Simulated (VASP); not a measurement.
Output of a VASP run:

File OUTCAR:
```
 ion  position               nearest neighbor table
   1  0.233  0.233  0.233-   2 2.95   2 2.95   2 2.95   2 3.42   2 3.42   2 3.42
   2  0.767  0.767  0.767-   1 2.95   1 2.95   1 2.95   1 3.42   1 3.42   1 3.42
  LATTYP: Found a trigonal (rhomboedric) cell.
 ALAT       =     4.5803507016
 COS(alpha) =     0.5415622110
 Subroutine PRICEL returns:
 Original cell was already a primitive cell.
 Subroutine GETGRP returns: Found 12 space group operations
The static configuration has the point symmetry D_3d.
The dynamic configuration has the point symmetry D_3d.
 Subroutine INISYM returns: Found 12 space group operations
 Subroutine IBZKPT returns following result:
 Found     65 irreducible k-points:

 Following reciprocal coordinates:
            Coordinates               Weight
  0.000000  0.000000  0.000000      1.000000
  0.125000 -0.000000  0.000000      6.000000
  0.250000 -0.000000  0.000000      6.000000
  0.375000 -0.000000  0.000000      6.000000
  0.500000 -0.000000  0.000000      3.000000
  0.125000  0.125000  0.000000      6.000000
  0.250000  0.125000  0.000000     12.000000
  0.375000  0.125000  0.000000     12.000000
  0.500000  0.125000 -0.000000     12.000000
 -0.375000  0.125000 -0.000000     12.000000
 -0.250000  0.125000 -0.000000     12.000000
 -0.125000  0.125000  0.000000      6.000000
  0.250000  0.250000  0.000000      6.000000
  0.375000  0.250000 -0.000000     12.000000
  0.500000  0.250000  0.000000     12.000000
 -0.375000  0.250000 -0.000000     12.000000
 -0.250000  0.250000  0.000000      6.000000
  0.375000  0.375000  0.000000      6.000000
  0.500000  0.375000 -0.000000     12.000000
 -0.375000  0.375000  0.000000      6.000000
  0.500000  0.500000  0.000000      3.000000
  0.125000  0.125000  0.125000      2.000000
  0.250000  0.125000  0.125000      6.000000
  0.375000  0.125000  0.125000      6.000000
  0.500000  0.125000  0.125000      6.000000
 -0.375000  0.125000  0.125000      6.000000
 -0.250000  0.125000  0.125000      6.000000
 -0.125000  0.125000  0.125000      6.000000
  0.250000  0.250000  0.125000      6.000000
  0.375000  0.250000  0.125000     12.000000
  0.500000  0.250000  0.125000     12.000000
 -0.375000  0.250000  0.125000     12.000000
 -0.250000  0.250000  0.125000     12.000000
 -0.125000  0.250000  0.125000     12.000000
  0.375000  0.375000  0.125000      6.000000
  0.500000  0.375000  0.125000     12.000000
 -0.375000  0.375000  0.125000     12.000000
 -0.250000  0.375000  0.125000     12.000000
 -0.125000  0.375000  0.125000     12.000000
  0.500000  0.500000  0.125000      6.000000
   k-points           NKPTS =     65   k-points in BZ     NKDIM =     65   number of bands    NBANDS=      9
   number of dos      NEDOS =    301   number of ions     NIONS =      2
   total plane-waves  NPLWV =  46656
   dimension x,y,z NGX =    36 NGY =   36 NGZ =   36
   dimension x,y,z NGXF=    72 NGYF=   72 NGZF=   72
   ions per type =               2
   PREC   = accura    normal or accurate (medium, high low for compatibility)
   ISTART =      0    job   : 0-new  1-cont  2-samecut
   ICHARG =      2    charge: 1-file 2-atom 10-const
   ISPIN  =      1    spin polarized calculation?
   LNONCOLLINEAR =      F non collinear calculations
   LSORBIT =      F    spin-orbit coupling
   INIWAV =      1    electr: 0-lowe 1-rand  2-diag
   ENCUT  =  480.0 eV  35.28 Ry    5.94 a.u.   8.18  8.18  8.18*2*pi/ulx,y,z
   NELM   =    100;   NELMIN=  2; NELMDL= -5     # of ELM steps
   EDIFF  = 0.1E-06   stopping-criterion for ELM
   LREAL  =      F    real-space projection
   NLSPLINE    = F    spline interpolate recip. space projectors
   LMAXMIX     =    4 max onsite mixed and CHGCAR
   VOSKOWN=      0    Vosko Wilk Nusair interpolation
   EDIFFG = 0.1E-05   stopping-criterion for IOM
   NSW    =      0    number of steps for IOM
   NBLOCK =      1;   KBLOCK =      1    inner block; outer block
...
```

### OSZICAR
```
       N       E                     dE             d eps       ncg     rms          rms(c)
DAV:   1     0.352346295804E+02    0.35235E+02   -0.34364E+03  1170   0.809E+02
DAV:   2    -0.684312993969E+01   -0.42078E+02   -0.40907E+02  1704   0.116E+02
DAV:   3    -0.827050424205E+01   -0.14274E+01   -0.14072E+01  1384   0.271E+01
DAV:   4    -0.828147258264E+01   -0.10968E-01   -0.10963E-01  1368   0.292E+00
DAV:   5    -0.828158372484E+01   -0.11114E-03   -0.11114E-03  1391   0.293E-01    0.279E+00
DAV:   6    -0.828174828500E+01   -0.16456E-03   -0.21183E-03  1284   0.420E-01    0.168E+00
DAV:   7    -0.828176050991E+01   -0.12225E-04   -0.55102E-03  1187   0.655E-01    0.871E-02
DAV:   8    -0.828188659744E+01   -0.12609E-03   -0.15096E-04  1343   0.973E-02    0.216E-02
DAV:   9    -0.828191445370E+01   -0.27856E-04   -0.38951E-05  1214   0.470E-02    0.437E-03
DAV:  10    -0.828191533943E+01   -0.88572E-06   -0.31120E-06  1474   0.121E-02    0.141E-03
DAV:  11    -0.828191545510E+01   -0.11567E-06   -0.36445E-07  1215   0.471E-03    0.107E-03
DAV:  12    -0.828191567735E+01   -0.22225E-06   -0.59383E-08   685   0.164E-03    0.263E-04
DAV:  13    -0.828191565244E+01    0.24904E-07   -0.85889E-09   597   0.768E-04
   1 F= -.82819157E+01 E0= -.82817039E+01  d E =-.423566E-03
```

**OUTCAR**
```
------------------------ aborting loop because EDIFF is reached ----------------------------------------
  FORCE on cell =-STRESS in cart. coord.  units (eV):
  Direction    XX          YY          ZZ          XY          YZ          ZX
  --------------------------------------------------------------------------------------
  Total        0.0242191     -0.0062957     -0.0029485     -0.0000000      0.0000000      0.0101064
  in kB        0.6102876     -0.1586424     -0.0742983     -0.0000000      0.0000000      0.2546659
  external PRESSURE =       0.1257823 kB  Pullay stress =       0.0000000 kB
  volume of cell :       63.58
      direct lattice vectors                 reciprocal lattice vectors
     4.021279236 -2.192925507 -0.001890280     0.124292708 -0.228005921 -0.097506057
     4.021279236  2.192925507 -0.001890280     0.124292708  0.228005921 -0.097506057
     2.827104594  0.000000000  3.603760595     0.000130390  0.000000000  0.277385622
 POSITION                                       TOTAL-FORCE (eV/Angst)
 -----------------------------------------------------------------------------------
      2.53225      0.00000      0.83867        -0.008821      0.000000     -0.002922
      8.33741      0.00000      2.76131         0.008821      0.000000      0.002922
 -----------------------------------------------------------------------------------
    total drift:                               -0.000000      0.000000      0.000000
  FREE ENERGIE OF THE ION-ELECTRON SYSTEM (eV)
  ---------------------------------------------------
  free  energy   TOTEN  =        -8.2819156524 eV

  energy  without entropy=       -8.2814920864  energy(sigma->0) =       -8.28170387
```
(Selected blocks of OUTCAR.)

POSCAR:
```
Sb
1
    4.0212792362    -2.1929255073    -0.0018902797
    4.0212792362     2.1929255073    -0.0018902797
    2.8271045941     0.0000000000     3.6037605953
Sb
2
Direct
  0.2329647319   0.2329647319   0.2329647319
  0.7670352681   0.7670352681   0.7670352681
```

Problem. Reconstruct the remaining input files.

Solution. One answer among several that fit: the input of the run itself, PBE GGA, plane waves, VASP's PBE PAW potentials (set 64).

KPOINTS:
```
Automatic mesh
0
Gamma
8 8 8
0 0 0
```

INCAR:
```
! general
SYSTEM  = Sb
PREC    = Accurate
ENCUT   = 480
LREAL   = F
LASPH   = T

! electronic loop
EDIFF   = 1E-7
NELM    = 100
ALGO    = Normal
LMAXMIX = 4

! smearing
ISMEAR  = 0
SIGMA   = 0.05

! functional
GGA     = PE

! ions
ISIF    = 2

! output
LWAVE   = F
LCHARG  = F
```

POTCAR, in this order: Sb (PBE.64 set). Program: vasp_std.

The compound is Sb in the a7 structure. It was relaxed first, which changed the volume by +5 %.
